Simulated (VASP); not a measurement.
Output of a VASP run:

File OSZICAR:
```
       N       E                     dE             d eps       ncg     rms          rms(c)
DAV:   1     0.122489784556E+03    0.12249E+03   -0.10989E+04  4930   0.176E+03
DAV:   2    -0.211092951876E+02   -0.14360E+03   -0.13987E+03  5594   0.415E+02
DAV:   3    -0.253398132264E+02   -0.42305E+01   -0.41898E+01  6063   0.644E+01
DAV:   4    -0.253790741261E+02   -0.39261E-01   -0.39246E-01  5349   0.662E+00
DAV:   5    -0.253793699865E+02   -0.29586E-03   -0.29580E-03  5754   0.596E-01    0.361E+01
DAV:   6    -0.224021435793E+02    0.29772E+01   -0.90145E+00  5494   0.317E+01    0.103E+01
DAV:   7    -0.223524262401E+02    0.49717E-01   -0.33994E-01  5114   0.550E+00    0.690E+00
DAV:   8    -0.223274326510E+02    0.24994E-01   -0.52817E-02  5459   0.217E+00    0.982E-01
DAV:   9    -0.223263471785E+02    0.10855E-02   -0.36222E-03  5279   0.445E-01    0.127E-01
DAV:  10    -0.223263246327E+02    0.22546E-04   -0.22046E-04  5564   0.205E-01    0.718E-02
DAV:  11    -0.223263216639E+02    0.29688E-05   -0.20329E-05  5464   0.421E-02    0.866E-03
DAV:  12    -0.223263205783E+02    0.10856E-05   -0.36584E-06  5094   0.193E-02    0.347E-03
DAV:  13    -0.223263206163E+02   -0.37960E-07   -0.82075E-08  2507   0.329E-03
   1 F= -.18635529E+02 E0= -.18635468E+02  d E =-.186355E+02
```

File OUTCAR:
```
------------------------ aborting loop because EDIFF is reached ----------------------------------------
  FORCE on cell =-STRESS in cart. coord.  units (eV):
  Direction    XX          YY          ZZ          XY          YZ          ZX
  --------------------------------------------------------------------------------------
  Total        3.7100717      3.7100719      3.7144583      0.0000000      0.0000000      0.0000000
  in kB      301.5671627    301.5671849    301.9237237      0.0000000      0.0000000      0.0000000
  external PRESSURE =       1.6860237 kB  Pullay stress =     300.0000000 kB
  volume of cell :       19.71
      direct lattice vectors                 reciprocal lattice vectors
     1.426596889 -2.470938385  0.000000000     0.350484432 -0.202352274  0.000000000
     1.426596889  2.470938385  0.000000000     0.350484432  0.202352274  0.000000000
     0.000000000  0.000000000  2.795861453     0.000000000  0.000000000  0.357671514
 POSITION                                       TOTAL-FORCE (eV/Angst)
 -----------------------------------------------------------------------------------
      0.00000      0.00000      0.00000        -0.000000     -0.000000      0.000000
      1.42660      0.82365      1.39793         0.000000      0.000000      0.000000
 -----------------------------------------------------------------------------------
    total drift:                               -0.000000     -0.000375      0.000000
  FREE ENERGIE OF THE ION-ELECTRON SYSTEM (eV)
  ---------------------------------------------------
  free  energy   TOTEN  =       -22.3263206163 eV

  energy  without entropy=      -22.3261371512  energy(sigma->0) =      -22.32625946
  enthalpy is  TOTEN    =       -18.6355291905 eV   P V=        3.6907914258

 reached required accuracy - stopping structural energy minimisation
```
(Selected blocks of OUTCAR.)

**POSCAR**
```
WC
1
    1.4265968890    -2.4709383847     0.0000000000
    1.4265968890     2.4709383847     0.0000000000
   -0.0000000000     0.0000000000     2.7958614530
W C
1 1
Direct
  0.0000000000   0.0000000000   0.0000000000
  0.3333330000   0.6666670000   0.5000000000
```

Problem. Reconstruct the remaining input files.

Solution. Several could match; the one computed here: the input of the run itself, PBE GGA, plane waves, VASP's PBE PAW potentials (set 64).

**INCAR**
```
ALGO = Normal
EDIFF = 1E-6
EDIFFG = -0.02
ENCUT = 620
GGA = PE
IBRION = 2
ISIF = 3
ISMEAR = 1
LASPH = .TRUE.
LCHARG = .FALSE.
LMAXMIX = 6
LREAL = .FALSE.
LWAVE = .FALSE.
NELM = 100
NSW = 40
PREC = Accurate
PSTRESS = 300
SIGMA = 0.1
SYSTEM = WC
```

**KPOINTS**
```
kpoints
0
gamma
 15 15 13
0 0 0
```

POTCAR, in this order: W_sv C (PBE.64 set). Program: vasp_std.

The compound is WC in the wc structure. It was relaxed first under an external pressure of 30 GPa.
